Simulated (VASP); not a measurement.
Data:

```
GaP
1.0
    3.55853     0.00000     0.00000
   -1.77926     3.08178     0.00000
    0.00000     0.00000     6.07227
Ga P
2 2
Direct
  0.00000   0.00000   0.00000
  0.00000   0.00000   0.50000
  0.33333   0.66667   0.25000
  0.66667   0.33333   0.75000
```

Computed with PBEsol GGA, VASP's PBE PAW potentials (set 64) (plane waves; VASP). Run with 500 eV cut-off, 10×10×5 Γ-centred mesh, first-order Methfessel-Paxton smearing of 0.10 eV, potentials Ga_d P.

Problem. Predict the energy per atom (σ→0), band gap (on the k-mesh) with the smallest direct gap where there is one.

Solution. 
```json
{
  "band gap (on the k-mesh)": "none (metal, semimetal or under 0.01 eV)",
  "energy per atom (σ→0)": "-4.578 eV/atom"
}
```

Total energies compare only between runs with the same potentials, cut-off and functional.

The structure was generated: GaP was put into the NiAs type type (P6_3/mmc), which need not be its known phase. It was relaxed first, which changed the volume by +14 %.
